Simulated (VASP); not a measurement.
Given:

```xyz
2
Lattice="0.0000 3.0744 3.0744 3.0744 0.0000 3.0744 3.0744 3.0744 0.0000" Properties=species:S:1:pos:R:3 pbc="T T T"
Cd     0.0000     0.0000     0.0000
Se     1.5372     1.5372     1.5372
```

All values below come from optB86b-vdW, VASP's PBE PAW potentials (set 64) (plane waves; VASP 6.6.1). Run with 520 eV cut-off, Gaussian smearing of 0.050 eV, potentials Cd Se.

Problem. Give the energies of bands 7 to 11 at the high-symmetry points, in eV from the valence-band maximum.

Solution. 
```csv
band,Γ,X,U,L,W
7,0.00,-3.96,-3.89,-4.23,-3.86
8,0.00,-1.75,-2.40,-0.71,-2.13
9,0.00,-1.75,-1.44,-0.71,-2.09
10,0.43,3.11,3.63,2.27,4.83
11,5.89,3.65,5.02,6.38,5.15
```

The gap is direct, 0.43 eV, from the valence maximum at Γ to the conduction minimum at Γ.

The compound is CdSe in the zinc blende structure, whereas wurtzite is the usual form. It was relaxed first.
